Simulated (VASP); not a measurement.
Here is the system:

```
CELL_PARAMETERS angstrom
      2.67129     0.00000     0.00000
      0.00000     2.67129     0.00000
      0.00000     0.00000     3.68453
ATOMIC_POSITIONS crystal
  Fe 0.00000 0.00000 0.00000
  Pt 0.50000 0.50000 0.50000
```
Starting moments (μB, in the order of the record's atoms Fe Pt): 2.9 0.3.

Level of theory: optB88-vdW, VASP's PBE PAW potentials (set 64) (plane waves; VASP). Settings: 520 eV cut-off, 13×13×10 Γ-centred mesh, first-order Methfessel-Paxton smearing of 0.10 eV, potentials Fe Pt.

Question: Give the stress tensor in GPa (positive for a compressed cell).

Answer: 
```
15.00   0.00   0.00
 0.00  15.00   0.00
 0.00   0.00  14.89
```
The pressure is its mean diagonal, 14.96 GPa.

The compound is FePt in the L1_0 structure. This cell is one point of a volume scan, at 0.94 of the reference volume.
